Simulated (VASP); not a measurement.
# SrB3 (Pm-3m) in VASP: further runs

One crystal, SrB3, is run at these levels: PBE; tasks: single point, relaxation of cell and atoms.

Program: VASP 6.6.1. These are calculated values, not measurements. Logs are shortened: lines on timing, memory, paths and dates and some standing lists are left out, and cuts for length are marked.

**1. The cell of the first run**

It takes space group Pm-3m (No. 221, cubic). Conventional cell: a = 3.846 Å, b = 3.846 Å, c = 3.846 Å, α = 90.00°, β = 90.00°, γ = 90.00°. Around Sr (site symmetry m-3m) lie 12 B at 2.72 Å. B (site symmetry 4/mmm) is surrounded by 4 Sr at 2.72 Å and 8 B at 2.72 Å.

The cell was built by a generator and needn't be a form met in nature.

**2. Single point, PBE (species swapped into the Be3Tc type (Pm-3m, No. 221))**

File INCAR:

```
PREC = Accurate
ENCUT = 520
EDIFF = 1E-6
ISMEAR = 0
SIGMA = 0.1
LREAL = False
LASPH = True
NELM = 100
ALGO = Normal
ISIF = 2
LWAVE = False
LCHARG = False
GGA = PE
NBANDS = 18
```

File KPOINTS:

```
regular mesh
0
Gamma
  12 12 12
```

File POSCAR:

```
SrB3
1.0
    3.8455268375      0.0000000000      0.0000000000
    0.0000000000      3.8455268375      0.0000000000
    0.0000000000      0.0000000000      3.8455268375
Sr B
1 3
Direct
    0.0000000000      0.0000000000      0.0000000000
    0.0000000000      0.5000000000      0.5000000000
    0.5000000000      0.0000000000      0.5000000000
    0.5000000000      0.5000000000      0.0000000000
```

Potentials or basis: VASP PAW PBE potentials, release 64 (Sr_sv, B).

Run with:

```
cat potpaw_PBE.64/Sr_sv/POTCAR potpaw_PBE.64/B/POTCAR > POTCAR
mpirun -np 1 vasp_std > vasp.out
```

OUTCAR:

```text
PREC = Accurate
   ENCUT = 520
   EDIFF = 1E-6
   ISMEAR = 0
   LREAL = False
   LASPH = True
   NELM = 100
   ISIF = 2
   GGA = PE

 ion  position               nearest neighbor table
   1  0.000  0.000  0.000-   2 2.72   3 2.72   4 2.72   2 2.72   3 2.72   2 2.72   4 2.72   2 2.72
                             3 2.72   4 2.72   3 2.72   4 2.72
   2  0.000  0.500  0.500-   1 2.72   1 2.72   1 2.72   1 2.72
   3  0.500  0.000  0.500-   1 2.72   1 2.72   1 2.72   1 2.72
   4  0.500  0.500  0.000-   1 2.72   1 2.72   1 2.72   1 2.72

  LATTYP: Found a simple cubic cell.
 ALAT       =     3.8455268375

  Lattice vectors:

 A1 = (   3.8455268375,   0.0000000000,   0.0000000000)
 A2 = (   0.0000000000,   3.8455268375,   0.0000000000)
 A3 = (   0.0000000000,   0.0000000000,   3.8455268375)

Analysis of symmetry for initial positions (statically):
=====================================================================
 Subroutine PRICEL returns:
 Original cell was already a primitive cell.

 Routine SETGRP: Setting up the symmetry group for a
 simple cubic supercell.

 Subroutine GETGRP returns: Found 48 space group operations
 (whereof 48 operations were pure point group operations)
 out of a pool of 48 trial point group operations.

The static configuration has the point symmetry O_h .

Analysis of symmetry for dynamics (positions and initial velocities):
=====================================================================
 Subroutine PRICEL returns:
 Original cell was already a primitive cell.

 Routine SETGRP: Setting up the symmetry group for a
 simple cubic supercell.

 Subroutine GETGRP returns: Found 48 space group operations
 (whereof 48 operations were pure point group operations)
 out of a pool of 48 trial point group operations.

The dynamic configuration has the point symmetry O_h .

 Subroutine INISYM returns: Found 48 space group operations
 (whereof 48 operations are pure point group operations),
 and found     1 'primitive' translations

----------------------------------------------------------------------------------------

                                     Primitive cell

  volume of cell :      56.8679

  direct lattice vectors                    reciprocal lattice vectors
     3.845526838  0.000000000  0.000000000     0.260042393  0.000000000  0.000000000
     0.000000000  3.845526838  0.000000000     0.000000000  0.260042393  0.000000000
     0.000000000  0.000000000  3.845526838     0.000000000  0.000000000  0.260042393

  length of vectors
     3.845526838  3.845526838  3.845526838     0.260042393  0.260042393  0.260042393

  position of ions in fractional coordinates (direct lattice)
     0.000000000  0.000000000  0.000000000
     0.000000000  0.500000000  0.500000000
     0.500000000  0.000000000  0.500000000
     0.500000000  0.500000000  0.000000000

  ion indices of the primitive-cell ions
   primitive index   ion index
                 1           1
                 2           2
                 3           3
                 4           4

----------------------------------------------------------------------------------------

 KPOINTS: regular mesh

Automatic generation of k-mesh.
 Grid dimensions read from file:
 generate k-points for:   12   12   12

 Generating k-lattice:

  Cartesian coordinates                     Fractional coordinates (reciprocal lattice)
     0.021670199  0.000000000  0.000000000     0.083333333  0.000000000  0.000000000
     0.000000000  0.021670199  0.000000000     0.000000000  0.083333333  0.000000000
     0.000000000  0.000000000  0.021670199     0.000000000  0.000000000  0.083333333

  Length of vectors
     0.021670199  0.021670199  0.021670199

  Shift w.r.t. Gamma in fractional coordinates (k-lattice)
     0.000000000  0.000000000  0.000000000

 Subroutine IBZKPT returns following result:
 ===========================================

 Found     84 irreducible k-points:

 Following reciprocal coordinates:
            Coordinates               Weight
  0.000000  0.000000  0.000000      1.000000
  0.083333  0.000000  0.000000      6.000000
  0.166667  0.000000  0.000000      6.000000
  0.250000  0.000000  0.000000      6.000000
  0.333333  0.000000  0.000000      6.000000
  0.416667  0.000000  0.000000      6.000000
[... 16 lines left out ...]
  0.333333  0.333333  0.000000     12.000000
  0.416667  0.333333  0.000000     24.000000
 [... further k-points ...]
   k-points           NKPTS =     84   k-points in BZ     NKDIM =     84   number of bands    NBANDS=     18
   number of dos      NEDOS =    301   number of ions     NIONS =      4
   total plane-waves  NPLWV =  27000
   dimension x,y,z NGX =    30 NGY =   30 NGZ =   30
   dimension x,y,z NGXF=    60 NGYF=   60 NGZF=   60
   ions per type =               1   3
   NGX,Y,Z   is equivalent  to a cutoff of  12.97, 12.97, 12.97 a.u.
   NGXF,Y,Z  is equivalent  to a cutoff of  25.94, 25.94, 25.94 a.u.
 SYSTEM =  unknown system
   PREC   = accura    normal or accurate (medium, high low for compatibility)
   ISTART =      0    job   : 0-new  1-cont  2-samecut
   ICHARG =      2    charge: 1-file 2-atom 10-const
   ISPIN  =      1    spin polarized calculation?
   LNONCOLLINEAR =      F non collinear calculations
   LSORBIT =      F    spin-orbit coupling
   LASPH  =      T    aspherical Exc in radial PAW
   ENCUT  =  520.0 eV  38.22 Ry    6.18 a.u.   7.15  7.15  7.15*2*pi/ulx,y,z
   NELM   =    100;   NELMIN=  2; NELMDL= -5     # of ELM steps
   EDIFF  = 0.1E-05   stopping-criterion for ELM
   LREAL  =      F    real-space projection
   EDIFFG = 0.1E-04   stopping-criterion for IOM
   NSW    =      0    number of steps for IOM
   IBRION =     -1    ionic relax: 0-MD 1-quasi-New 2-CG
   NFREE  =      0    steps in history (QN), initial steepest desc. (CG)
   ISIF   =      2    stress and relaxation
   ISYM   =      2    0-nonsym 1-usesym 2-fastsym
   POTIM  = 0.5000    time-step for ionic-motion
   TEBEG  =    0.0;   TEEND  =   0.0 temperature during run
   PSTRESS=    0.0 pullay stress
   NELECT =      19.0000    total number of electrons
   NUPDOWN=      -1.0000    fix difference up-down
   EMIN   =  10.00;   EMAX   =-10.00  energy-range for DOS
   EFERMI =   0.00;   METHOD = LEGACY
   ISMEAR =     0;   SIGMA  =   0.10  broadening in eV -4-tet -1-fermi 0-gaus
   EFERMI_NEDOS =   21; number of points for ismear=-14 and -15
   IALGO  =     38    algorithm
   IMIX   =      4    mixing-type and parameters
     AMIX     =   0.40;   BMIX     =  1.00
     AMIX_MAG =   1.60;   BMIX_MAG =  1.00
  volume/ion in A,a.u.               =      14.22        95.94
  Fermi-wavevector in a.u.,A,eV,Ry     =   1.135979  2.146688 17.557605  1.290448
  Thomas-Fermi vector in A             =   2.272684
   LORBIT       =      0    0 simple, 1 ext, 2 COOP (PROOUT), +10 PAW based schemes
   GGA     = PE    functional components
   LHFCALC =     F    Hartree Fock is set to
   AEXX    =    0.0000 exact exchange contribution
   IVDW    =     0    specifies the selected vdW correction
   LEPSILON=     F    determine dielectric tensor
   LRPA    =     F    only Hartree local field effects (RPA)
 non-spin polarized calculation
 Gauss-broadening in eV      SIGMA  =   0.10
  energy-cutoff  :      520.00
  volume of cell :       56.87
 maximum number of plane-waves:      1568
 NGX is ok and might be reduce to    30
   NGX = 15   NGY = 15   NGZ = 15

 number of electron      19.0000001 magnetization

 Free energy of the ion-electron system (eV)
  ---------------------------------------------------
  ext. energy  EPLUGINS =         0.00000000
  ---------------------------------------------------
  free energy    TOTEN  =       -13.87770476 eV

  energy without entropy =      -13.86998637  energy(sigma->0) =      -13.87384556

 E-fermi :   3.1193     XC(G=0): -10.4679

 val. band max:        3.1064286532   @ k =   0.3333   0.3333   0.1667
 cond. band min:       3.1448006816   @ k =   0.3333   0.1667   0.0000
 fundamental gap:      0.0383720284
 Fermi energy:         3.1192739407

 k-point     1 :       0.0000    0.0000    0.0000
  band No.  band energies     occupation
      1     -29.5559      2.00000
      2     -11.7877      2.00000
      3     -11.7877      2.00000
      4     -11.7877      2.00000
      5      -6.1363      2.00000
      6       0.2015      2.00000
[... 10 lines left out ...]
     17       9.6123      0.00000
     18       9.6123      0.00000

 k-point     2 :       0.0833    0.0000    0.0000
  band No.  band energies     occupation
      1     -29.5539      2.00000
      2     -11.8375      2.00000
      3     -11.7822      2.00000
      4     -11.7822      2.00000
      5      -6.0402      2.00000
      6      -0.0401      2.00000
[... 10 lines left out ...]
     17       9.6458      0.00000
     18       9.9983      0.00000

 k-point     3 :       0.1667    0.0000    0.0000
  band No.  band energies     occupation
      1     -29.5485      2.00000
      2     -11.9684      2.00000
      3     -11.7672      2.00000
      4     -11.7672      2.00000
      5      -5.7671      2.00000
      6      -0.6059      2.00000
[... 10 lines left out ...]
     17       9.7407      0.00000
     18      10.2593      0.00000

 k-point     4 :       0.2500    0.0000    0.0000
  band No.  band energies     occupation
      1     -29.5411      2.00000
      2     -12.1361      2.00000
      3     -11.7466      2.00000
      4     -11.7466      2.00000
      5      -5.3511      2.00000
      6      -1.3110      2.00000
[... 10 lines left out ...]
     17       9.8795      0.00000
     18      10.6126      0.00000

 k-point     5 :       0.3333    0.0000    0.0000
  band No.  band energies     occupation
      1     -29.5337      2.00000
      2     -12.2932      2.00000
      3     -11.7258      2.00000
      4     -11.7258      2.00000
      5      -4.8267      2.00000
      6      -2.0645      2.00000
[... 10 lines left out ...]
     17      10.0310      0.00000
     18      11.0490      0.00000

 k-point     6 :       0.4167    0.0000    0.0000
  band No.  band energies     occupation
      1     -29.5283      2.00000
      2     -12.4025      2.00000
      3     -11.7104      2.00000
      4     -11.7104      2.00000
      5      -4.2201      2.00000
      6      -2.8163      2.00000
[... 10 lines left out ...]
     17      10.1518      0.00000
     18      11.4881      0.00000

 k-point     7 :       0.5000    0.0000    0.0000
  band No.  band energies     occupation
      1     -29.5263      2.00000
      2     -12.4413      2.00000
      3     -11.7047      2.00000
      4     -11.7047      2.00000
      5      -3.6121      2.00000
      6      -3.4739      2.00000
[... 10 lines left out ...]
     17      10.1985      0.00000
     18      11.6987      0.00000

 k-point     8 :       0.0833    0.0833    0.0000
  band No.  band energies     occupation
      1     -29.5519      2.00000
      2     -11.8408      2.00000
      3     -11.8223      2.00000
      4     -11.7768      2.00000
      5      -5.9462      2.00000
      6      -0.0885      2.00000
[... 10 lines left out ...]
     17       9.8747      0.00000
     18       9.9005      0.00000
[... 229 lines left out ...]
     17      10.6873      0.00000
     18      11.7886      0.00000

 k-point    20 :       0.3333    0.2500    0.0000
  band No.  band energies     occupation
      1     -29.5193      2.00000
      2     -12.2247      2.00000
      3     -12.0356      2.00000
      4     -11.6884      2.00000
      5      -4.2924      2.00000
      6      -1.7357      2.00000
[... 10 lines left out ...]
     17      11.1494      0.00000
     18      12.1577      0.00000

 k-point    21 :       0.4167    0.2500    0.0000
  band No.  band energies     occupation
      1     -29.5139      2.00000
      2     -12.3259      2.00000
      3     -12.0146      2.00000
      4     -11.6740      2.00000
      5      -3.8521      2.00000
      6      -2.3523      2.00000
[... 10 lines left out ...]
     17      11.7931      0.00000
     18      12.2925      0.00000

 k-point    22 :       0.5000    0.2500    0.0000
  band No.  band energies     occupation
      1     -29.5119      2.00000
      2     -12.3624      2.00000
      3     -12.0064      2.00000
      4     -11.6687      2.00000
      5      -3.5830      2.00000
      6      -2.6804      2.00000
[... 10 lines left out ...]
     17      12.1509      0.00000
     18      12.3345      0.00000

 k-point    23 :       0.3333    0.3333    0.0000
  band No.  band energies     occupation
      1     -29.5120      2.00000
      2     -12.2061      2.00000
      3     -12.1617      2.00000
      4     -11.6695      2.00000
      5      -3.9836      2.00000
      6      -1.6872      2.00000
[... 10 lines left out ...]
     17      11.2026      0.00000
     18      13.0269      0.00000

 k-point    24 :       0.4167    0.3333    0.0000
  band No.  band energies     occupation
      1     -29.5067      2.00000
      2     -12.2866      2.00000
      3     -12.1552      2.00000
      4     -11.6556      2.00000
      5      -3.7036      2.00000
      6      -2.0030      2.00000
[... 10 lines left out ...]
     17      11.5436      0.00000
     18      13.2964      0.00000

 [... further k-points ...]
[... 5 lines left out ...]
  --------------------------------------------------------------------------------------
  -------------------------------------------------------------------------------------
  Total        0.0693067      0.0693067      0.0693067      0.0000000      0.0000000     -0.0000000
  in kB        1.9526210      1.9526210      1.9526210      0.0000000      0.0000000     -0.0000000
  external PRESSURE =       1.9526210 kB  Pullay stress =       0.0000000 kB

 VOLUME and BASIS-vectors are now :
 -----------------------------------------------------------------------------
  energy-cutoff  :      520.00
  volume of cell :       56.87
      direct lattice vectors                 reciprocal lattice vectors
     3.845526838  0.000000000  0.000000000     0.260042393  0.000000000  0.000000000
     0.000000000  3.845526838  0.000000000     0.000000000  0.260042393  0.000000000
     0.000000000  0.000000000  3.845526838     0.000000000  0.000000000  0.260042393

 POSITION                                       TOTAL-FORCE (eV/Angst)
 -----------------------------------------------------------------------------------
      0.00000      0.00000      0.00000         0.000000      0.000000      0.000000
      0.00000      1.92276      1.92276         0.000000      0.000000      0.000000
      1.92276      0.00000      1.92276         0.000000      0.000000      0.000000
      1.92276      1.92276      0.00000         0.000000      0.000000      0.000000
 -----------------------------------------------------------------------------------
    total drift:                                0.000000      0.000000     -0.000000

  FREE ENERGIE OF THE ION-ELECTRON SYSTEM (eV)
  ---------------------------------------------------
  free  energy   TOTEN  =       -13.8777047550 eV

  energy  without entropy=      -13.8699863700  energy(sigma->0) =      -13.87384556
```

It took 28 s on 1 thread of Intel Xeon 6975P-C (Granite Rapids), shared host; peak memory 0.22 GiB.

What came out:

| Property | Result |
| --- | --- |
| Free energy | -13.8777 eV |
| Pressure | 0.2 GPa |
| Band gap on the k mesh | none (metal or under the smearing width) |

[end of part 1 of 2]
